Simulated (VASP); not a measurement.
HfTe: single point with PBEsol

Crystal: HfTe.

```
Hf Te
1.0
     0.00000    2.87466    2.87466
     2.87466    0.00000    2.87466
     2.87466    2.87466    0.00000
Hf Te
1 1
Direct
  0.00000 0.00000 0.00000
  0.50000 0.50000 0.50000
```

The cell comes from a database or a generator and needn't be the stable form of this composition.

| Property | Result |
| --- | --- |
| Program | VASP 6.6.1 |
| Task | single point |
| Functional | PBEsol |
| Potentials or basis | VASP PAW PBE potentials, release 64 (Hf_pv, Te) |
| Cutoff | 520 eV |
| k mesh | 12 × 12 × 12 |
| Occupations | gaussian, width 0.1 eV |
| Spin | no spin polarisation |

| Quantity | Value |
| --- | --- |
| Pressure | -0.2 GPa |
| Band gap on the k mesh | none (metal or under the smearing width) |

Levels at points of the mesh, in eV from the Fermi level:
```csv
k point,band 5,band 6,band 7,band 8,band 9,band 10,band 11,band 12
"(0.00, 0.00, 0.00)",-2.08,-2.08,-2.08,-1.09,-1.09,-1.09,-0.47,-0.47
"(0.50, 0.00, 0.00)",-7.80,-4.81,-4.81,1.06,1.06,1.08,1.57,4.45
"(0.50, 0.50, 0.00)",-6.10,-3.72,-3.72,-2.86,-0.21,0.52,1.92,1.92
```

It took 35 s on 1 thread of Intel(R) Xeon(R) Platinum 8488C (Sapphire Rapids), on a shared host, peak memory 0.2 GiB.

Caveat: the PAW data sets were made with another functional, which shifts forces and pressure a little. The run has no spin-orbit coupling, so splittings on Hf, Te are missing.
